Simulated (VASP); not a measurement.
Calculation: PBE GGA, VASP's PBE PAW potentials (set 64) (plane waves; VASP 6.6.1).

Input for VASP

### INCAR
```
SYSTEM = Te
PREC = Accurate
ENCUT = 480
EDIFF = 1E-7
NELM = 100
ALGO = Normal
LREAL = .FALSE.
LASPH = .TRUE.
ISMEAR = 0
SIGMA = 0.05
GGA = PE
LMAXMIX = 4
LWAVE = .FALSE.
LCHARG = .FALSE.
ISIF = 2
```

KPOINTS:
```
Regular mesh
0
gamma
6 6 4
```

**POSCAR**
```
Te
1
    2.3578457005    -4.0839082214     0.0000000000
    2.3578457005     4.0839082214     0.0000000000
    0.0000000000     0.0000000000     6.1948622076
Te
3
Direct
  1.0000000000   0.2663042007   0.6666670000
  0.7336957993   0.7336957993   0.0000000000
  0.2663042007   1.0000000000   0.3333330000
```

POTCAR, in this order: Te (PBE.64 set). Program: vasp_std.

The run wrote:

**OSZICAR**
```
       N       E                     dE             d eps       ncg     rms          rms(c)
DAV:   1     0.756714062846E+02    0.75671E+02   -0.60988E+03   624   0.102E+03
DAV:   2    -0.370020441786E+01   -0.79372E+02   -0.76497E+02   843   0.147E+02
DAV:   3    -0.915792713306E+01   -0.54577E+01   -0.54249E+01   709   0.445E+01
DAV:   4    -0.926977898973E+01   -0.11185E+00   -0.11181E+00   852   0.766E+00
DAV:   5    -0.927122900654E+01   -0.14500E-02   -0.14500E-02   770   0.820E-01    0.894E+00
DAV:   6    -0.924794733624E+01    0.23282E-01   -0.25722E-02   689   0.104E+00    0.576E+00
DAV:   7    -0.924357147470E+01    0.43759E-02   -0.58416E-02   634   0.160E+00    0.371E-01
DAV:   8    -0.924251797947E+01    0.10535E-02   -0.93003E-03   639   0.597E-01    0.147E-01
DAV:   9    -0.924259782085E+01   -0.79841E-04   -0.32087E-04   764   0.140E-01    0.517E-02
DAV:  10    -0.924259926689E+01   -0.14460E-05   -0.33940E-05   697   0.412E-02    0.729E-03
DAV:  11    -0.924259965370E+01   -0.38681E-06   -0.23746E-06   773   0.113E-02    0.300E-03
DAV:  12    -0.924259978779E+01   -0.13409E-06   -0.42433E-07   659   0.408E-03    0.923E-04
DAV:  13    -0.924259964854E+01    0.13924E-06   -0.96576E-08   482   0.201E-03    0.479E-04
DAV:  14    -0.924259967016E+01   -0.21619E-07   -0.14448E-08   347   0.828E-04
   1 F= -.92425997E+01 E0= -.92425971E+01  d E =-.509014E-05
```

**OUTCAR**
```
------------------------ aborting loop because EDIFF is reached ----------------------------------------
  FORCE on cell =-STRESS in cart. coord.  units (eV):
  Direction    XX          YY          ZZ          XY          YZ          ZX
  --------------------------------------------------------------------------------------
  Total       -2.4994183     -2.4994179     -3.8356029      0.0000000      0.0000000      0.0000000
  in kB      -33.5657633    -33.5657579    -51.5099606      0.0000000      0.0000000      0.0000000
  external PRESSURE =     -39.5471606 kB  Pullay stress =       0.0000000 kB
  volume of cell :      119.30
      direct lattice vectors                 reciprocal lattice vectors
     2.357845700 -4.083908221  0.000000000     0.212057982 -0.122431743  0.000000000
     2.357845700  4.083908221  0.000000000     0.212057982  0.122431743  0.000000000
     0.000000000  0.000000000  6.194862208     0.000000000  0.000000000  0.161424091
 POSITION                                       TOTAL-FORCE (eV/Angst)
 -----------------------------------------------------------------------------------
      0.62790      1.08756      4.12991        -0.256259     -0.443854     -0.000000
      3.45988      0.00000      0.00000         0.512518     -0.000000     -0.000000
      0.62790     -1.08756      2.06495        -0.256259      0.443854      0.000000
 -----------------------------------------------------------------------------------
    total drift:                               -0.000143     -0.000396      0.000012
  FREE ENERGIE OF THE ION-ELECTRON SYSTEM (eV)
  ---------------------------------------------------
  free  energy   TOTEN  =        -9.2425996702 eV

  energy  without entropy=       -9.2425945800  energy(sigma->0) =       -9.24259713
```
(Selected blocks of OUTCAR.)

The compound is Te in the trig structure. This cell was strained or had an atom moved on purpose.
